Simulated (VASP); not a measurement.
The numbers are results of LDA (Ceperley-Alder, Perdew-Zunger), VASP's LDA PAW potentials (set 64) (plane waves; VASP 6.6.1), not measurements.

Input for VASP

**POSCAR**
```
GaN
1
    0.0000000000     2.2319171565     2.2319171565
    2.2319171565     0.0000000000     2.2319171565
    2.2319171565     2.2319171565     0.0000000000
Ga N
1 1
Direct
  0.0000000000   0.0000000000   0.0000000000
  0.7500000000   0.7500000000   0.7500000000
```

File KPOINTS:
```
Automatic mesh
0
Gamma
10 10 10
0 0 0
```

**INCAR**
```
ALGO  =  Normal
EDIFF  =  1E-8
ENCUT  =  520
ISMEAR  =  0
LASPH  =  .TRUE.
LCHARG  =  .FALSE.
LEPSILON  =  .TRUE.
LMAXMIX  =  4
LREAL  =  .FALSE.
LWAVE  =  .FALSE.
NELM  =  100
PREC  =  Accurate
SIGMA  =  0.01
SYSTEM  =  GaN
```

POTCAR, in this order: Ga_d N (LDA.64 set). Program: vasp_std.

Output of the run:

### OUTCAR
```
 ion  position               nearest neighbor table
   1  0.000  0.000  0.000-   2 1.93   2 1.93   2 1.93   2 1.93
   2  0.750  0.750  0.750-   1 1.93   1 1.93   1 1.93   1 1.93
  LATTYP: Found a face centered cubic cell.
 ALAT       =     4.4638343130
 Subroutine PRICEL returns:
 Original cell was already a primitive cell.
 Subroutine GETGRP returns: Found 24 space group operations
The static configuration has the point symmetry T_d .
The dynamic configuration has the point symmetry T_d .
 Subroutine INISYM returns: Found 24 space group operations
 Subroutine IBZKPT returns following result:
 Found     47 irreducible k-points:

 Following reciprocal coordinates:
            Coordinates               Weight
  0.000000  0.000000  0.000000      1.000000
  0.100000  0.000000  0.000000      8.000000
  0.200000  0.000000  0.000000      8.000000
  0.300000  0.000000  0.000000      8.000000
  0.400000  0.000000  0.000000      8.000000
  0.500000  0.000000  0.000000      4.000000
  0.100000  0.100000  0.000000      6.000000
  0.200000  0.100000  0.000000     24.000000
  0.300000  0.100000  0.000000     24.000000
  0.400000  0.100000  0.000000     24.000000
  0.500000  0.100000  0.000000     24.000000
 -0.400000  0.100000  0.000000     24.000000
 -0.300000  0.100000  0.000000     24.000000
 -0.200000  0.100000  0.000000     24.000000
 -0.100000  0.100000  0.000000     12.000000
  0.200000  0.200000  0.000000      6.000000
  0.300000  0.200000  0.000000     24.000000
  0.400000  0.200000  0.000000     24.000000
  0.500000  0.200000  0.000000     24.000000
 -0.400000  0.200000  0.000000     24.000000
 -0.300000  0.200000  0.000000     24.000000
 -0.200000  0.200000  0.000000     12.000000
  0.300000  0.300000  0.000000      6.000000
  0.400000  0.300000  0.000000     24.000000
...
```

**OUTCAR**
```


 HEAD OF MICROSCOPIC STATIC DIELECTRIC TENSOR (INDEPENDENT PARTICLE, excluding Hartree and local field effects)
 ------------------------------------------------------
           6.014839     0.000000     0.000000
           0.000000     6.014839     0.000000
           0.000000     0.000000     6.014839
 ------------------------------------------------------

 MACROSCOPIC STATIC DIELECTRIC TENSOR (including local field effects in DFT)
 ------------------------------------------------------
           5.791389    -0.000000     0.000000
           0.000000     5.791389     0.000000
          -0.000000     0.000000     5.791389
 ------------------------------------------------------

 PIEZOELECTRIC TENSOR (including local field effects)  for field in x, y, z        (e  Angst)
          XX          YY          ZZ          XY          YZ          ZX
  --------------------------------------------------------------------------------
  x    -0.00000     0.00000     0.00000     0.00000     1.40918     0.00000
  y    -0.00000    -0.00000    -0.00000     0.00000     0.00000     1.40918
  z     0.00000     0.00000     0.00000     1.40918     0.00000     0.00000

 PIEZOELECTRIC TENSOR (including local field effects)  for field in x, y, z        (C/m^2)
          XX          YY          ZZ          XY          YZ          ZX
  --------------------------------------------------------------------------------
  x    -0.00000     0.00000     0.00000     0.00000     1.01534     0.00000
  y    -0.00000    -0.00000    -0.00000     0.00000     0.00000     1.01534
  z     0.00000     0.00000     0.00000     1.01534     0.00000     0.00000

 BORN EFFECTIVE CHARGES (including local field effects) (in |e|, cummulative output)
 ---------------------------------------------------------------------------------
 ion    1
    1     2.62900     0.00000     0.00000
    2     0.00000     2.62900     0.00000
    3     0.00000     0.00000     2.62900
 ion    2
    1    -2.62900     0.00000     0.00000
    2     0.00000    -2.62900     0.00000
    3     0.00000     0.00000    -2.62900
```
(Selected blocks of OUTCAR.)

The dielectric response may not be converged in the k-mesh; for small gaps it tends to come out too large.

The structure comes from a computed database's GaN entry (F-43m); how it stands against other phases isn't given here. It was relaxed first.
